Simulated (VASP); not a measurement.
An input for Ansatz (written as the equivalent of a VASP run, and not itself run):

Ansatz 0.2 input:
```yaml
crystal:
  lattice:
    - [1.2122271, -2.0996391, 0.0000000]
    - [1.2122271, 2.0996391, 0.0000000]
    - [0.0000000, 0.0000000, 3.9117634]
  atoms:
    - { symbol: Co, position: [0.3333330, 0.6666670, 0.2500000], spin: 1.6 }
    - { symbol: Co, position: [0.6666670, 0.3333330, 0.7500000], spin: 1.6 }
kpoints:
  mp_grid: { grid: [17, 17, 9] }
hamiltonian:
  xc: pbesol
  pseudopotentials: { kind: paw }
magnetization: { spin_polarized: true }
scf:
  occupations: { method: methfessel_paxton, width: 0.1 }
  max_iter: 100
relax:
  max_steps: 40
  f_tol: 0.02
  cell: { p_target: 20 }
output: { forces: true, stress: true, eigenvalues: true }
```

**Question.** Translate this input to VASP (INCAR, KPOINTS, POSCAR, choice of POTCAR).

**Answer.** This is not unique; one that fits is 
### POSCAR
```
Co
1
    1.2122270622    -2.0996390828     0.0000000000
    1.2122270622     2.0996390828     0.0000000000
    0.0000000000     0.0000000000     3.9117634008
Co
2
Direct
  0.3333330000   0.6666670000   0.2500000000
  0.6666670000   0.3333330000   0.7500000000
```

File KPOINTS:
```
Automatic mesh
0
Gamma
17 17 9
```

**INCAR**
```
! general
SYSTEM   =  Co
PREC     =  Accurate
ENCUT    =  500   ! plane-wave cut-off (eV)
LREAL    =  F
LASPH    =  T   ! aspherical one-centre terms

! electronic loop
EDIFF    =  1E-6   ! SCF stop (eV)
NELM     =  100   ! most electronic steps
ALGO     =  Normal
LMAXMIX  =  4   ! l cut-off of mixed one-centre charges

! smearing
ISMEAR   =  1
SIGMA    =  0.1

! functional
GGA      =  PS   ! PBEsol

! spin
ISPIN    =  2
MAGMOM   =  2*1.6

! ions
IBRION   =  2   ! conjugate gradients
NSW      =  40
ISIF     =  3   ! ions, shape and volume
EDIFFG   =  -0.02   ! ionic stop
PSTRESS  =  200   ! kbar

! output
LWAVE    =  F
LCHARG   =  F
LORBIT   =  10
```

POTCAR, in this order: Co (PBE.64 set). Program: vasp_std.

The two are equivalent in intent, not identical: each code has its own PAW files, so the cut-off isn't converted (ENCUT is set for VASP's; basis.ecutwfc is left out, and Ansatz then takes the one that its files recommend); Ansatz stops its SCF on the density residual and VASP on the energy change (EDIFF).

The compound is Co in the hcp structure. This run relaxes it under an external pressure of 20 GPa. Symmetry was kept, so distortions that lower it aren't found.
